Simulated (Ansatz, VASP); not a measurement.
# Ru (Ruthenium) in two plane-wave programs, part 2 of 2

Wanted: the spread between two codes on one cell, functional and k mesh. The cell is taken from a series of runs on this material, whose earlier steps may have relaxed, scaled, displaced or heated it; both programs get it as it stands.

VASP 6.6.1 and Ansatz 0.2.0.

So far: Starting point; Ansatz: zone-centre phonons, PBEsol; VASP: zone-centre phonons, PBEsol.

**3. VASP: zone-centre phonons, PBEsol (continued)**

Level of this step: PBEsol; plane waves and PAW (Ru_pv) (VASP).

Numbers of over 12 decimals in the logs are rounded to 6 here.

From OUTCAR (step 3):

```text
ion  position               nearest neighbor table
   1  0.333  0.667  0.250-   2 2.63   2 2.63   2 2.63   2 2.63   2 2.63   2 2.63
   2  0.667  0.333  0.750-   1 2.63   1 2.63   1 2.63   1 2.63   1 2.63   1 2.63

  LATTYP: Found a hexagonal cell.
 ALAT       =     2.6911073381
 C/A-ratio  =     1.5782895965

 Subroutine GETGRP returns: Found 24 space group operations
 (whereof 12 operations were pure point group operations)

The static configuration has the point symmetry D_3d.
 The point group associated with its full space group is D_6h.

 Found    336 irreducible k-points:

   k-points           NKPTS =    336   k-points in BZ     NKDIM =    336   number of bands    NBANDS=     20

   dimension x,y,z NGX =    20 NGY =   20 NGZ =   32
   dimension x,y,z NGXF=    40 NGYF=   40 NGZF=   64

   ENCUT  =  500.0 eV  36.75 Ry    6.06 a.u.   4.91  4.91  7.74*2*pi/ulx,y,z

   NELECT =      28.0000    total number of electrons

 k-points in reciprocal lattice and weights: Automatic mesh
   0.00000000  0.00000000  0.00000000       0.000
   0.04761905  0.00000000  0.00000000       0.001
   0.09523810 -0.00000000  0.00000000       0.001
   0.14285714  0.00000000  0.00000000       0.001
   0.19047619 -0.00000000  0.00000000       0.001
   0.23809524  0.00000000  0.00000000       0.001
   0.28571429  0.00000000  0.00000000       0.001
   0.33333333  0.00000000  0.00000000       0.001
   0.38095238 -0.00000000  0.00000000       0.001
[...]
0.33333333  0.28571429  0.50000000       0.002
   0.33333333  0.33333333  0.50000000       0.000

 average (electrostatic) potential at core
       1 -66.8027       2 -66.8027

  Total       -0.0072102     -0.0072102     -0.0031381      0.0000000      0.0000000     -0.0000000
  in kB       -0.4336581     -0.4336581     -0.1887428      0.0000000      0.0000000     -0.0000000
  external PRESSURE =      -0.3520197 kB  Pullay stress =       0.0000000 kB

  energy-cutoff  :      500.00
  volume of cell :       26.64
      direct lattice vectors                 reciprocal lattice vectors
     2.691107338  0.000000000  0.000000000     0.371594245  0.214540037  0.000000000
    -1.345553669  2.330567319  0.000000000     0.000000000  0.429080075  0.000000000
     0.000000000  0.000000000  4.247346715     0.000000000  0.000000000  0.235441104

 POSITION                                       TOTAL-FORCE (eV/Angst)
 -----------------------------------------------------------------------------------
     -0.00000      1.55371      1.06184        -0.000000      0.000000     -0.000000
      1.34555      0.77686      3.18551         0.000000     -0.000000      0.000000
 -----------------------------------------------------------------------------------
    total drift:                               -0.000000     -0.000000      0.000000

 Eigenvectors and eigenvalues of the dynamical matrix
 ----------------------------------------------------

   1 f  =    8.073292 THz    50.725988 2PiTHz  269.296025 cm-1    33.388437 meV
             X         Y         Z           dx          dy          dz
     -0.000000  1.553712  1.061837    -0.000000    0.000000    0.707107
      1.345554  0.776856  3.185510     0.000000    0.000000   -0.707107

   2 f  =    6.197226 THz    38.938319 2PiTHz  206.717208 cm-1    25.629656 meV
             X         Y         Z           dx          dy          dz
     -0.000000  1.553712  1.061837    -0.525778    0.472818    0.000000
      1.345554  0.776856  3.185510     0.525778   -0.472818    0.000000

   3 f  =    6.197226 THz    38.938319 2PiTHz  206.717208 cm-1    25.629656 meV
             X         Y         Z           dx          dy          dz
     -0.000000  1.553712  1.061837    -0.472818   -0.525778   -0.000000
      1.345554  0.776856  3.185510     0.472818    0.525778   -0.000000

   4 f  =    0.000000 THz     0.000000 2PiTHz    0.000001 cm-1     0.000000 meV
             X         Y         Z           dx          dy          dz
     -0.000000  1.553712  1.061837     0.607420    0.104897   -0.346464
      1.345554  0.776856  3.185510     0.607420    0.104897   -0.346464

   5 f  =    0.000000 THz     0.000000 2PiTHz    0.000001 cm-1     0.000000 meV
             X         Y         Z           dx          dy          dz
     -0.000000  1.553712  1.061837     0.356603   -0.057010    0.607935
      1.345554  0.776856  3.185510     0.356603   -0.057010    0.607935

   6 f/i=    0.000000 THz     0.000001 2PiTHz    0.000003 cm-1     0.000000 meV
             X         Y         Z           dx          dy          dz
     -0.000000  1.553712  1.061837    -0.062252    0.696955    0.101874
      1.345554  0.776856  3.185510    -0.062252    0.696955    0.101874

 ELASTIC MODULI CONTR FROM IONIC RELAXATION (kBar)
 Direction    XX          YY          ZZ          XY          YZ          ZX
 --------------------------------------------------------------------------------
 XX         -47.3396     47.3396      0.0000      0.0000     -0.0000      0.0000
 YY          47.3396    -47.3396      0.0000      0.0000      0.0000     -0.0000
 ZZ           0.0000      0.0000     -0.0000     -0.0000     -0.0000      0.0000
 XY           0.0000      0.0000     -0.0000    -47.3396     -0.0000      0.0000
 YZ          -0.0000      0.0000     -0.0000     -0.0000     -0.0000      0.0000
 ZX           0.0000     -0.0000      0.0000      0.0000      0.0000     -0.0000
 --------------------------------------------------------------------------------
```

**4. Comparison**

Known differences besides the potentials themselves: the data sets hold 32 valence electrons in Ansatz (on its default PAW (the set named soft_2) files) and 28 in VASP; the cutoff is 420 eV in Ansatz and 500 eV in VASP; Ansatz makes its cores anew for this functional, VASP keeps those of its PBE data sets. Total energies have different zeros and are not compared.

Both answers:

| quantity | Ansatz | VASP | difference |
| --- | --- | --- | --- |
| optical mode 1 to 2 (cm⁻¹) | 206.6 | 206.7 | -0.07 % |
| optical mode 3 (cm⁻¹) | 268.2 | 269.3 | -0.41 % |

Modes are paired by rising frequency, not by their patterns, so a pair may set unlike modes beside each other; they are those without the splitting of longitudinal modes.

**5. Outcome**

| Property | Result |
| --- | --- |
| r.m.s. difference of the optical zone-centre modes, each program's sorted by frequency (zone-centre phonons, PBEsol) | 0.64 cm⁻¹ |

What this shows: The r.m.s. difference of the optical zone-centre modes, each program's sorted by frequency is 0.64 cm⁻¹ (zone-centre phonons, PBEsol). The data sets hold unlike numbers of valence electrons (32 in Ansatz and 28 in VASP), so part of the differences comes from the potentials. Such differences can come from data sets, numerical settings and the points named under the comparisons, not from the functional's error against experiment.

[Lines on the potential files, build, host, timing and source positions are cut from VASP's logs without a mark.]

[Logs are printed without paths, hosts, clocks, repeated set-up lines and the standing remarks that a program may print on its own settings, such as how far it seeks lower states.]

[Hosts, paths, dates, database ids (printed as entryN), source tags and the programs' standing remarks are cut or masked in the printed files.]
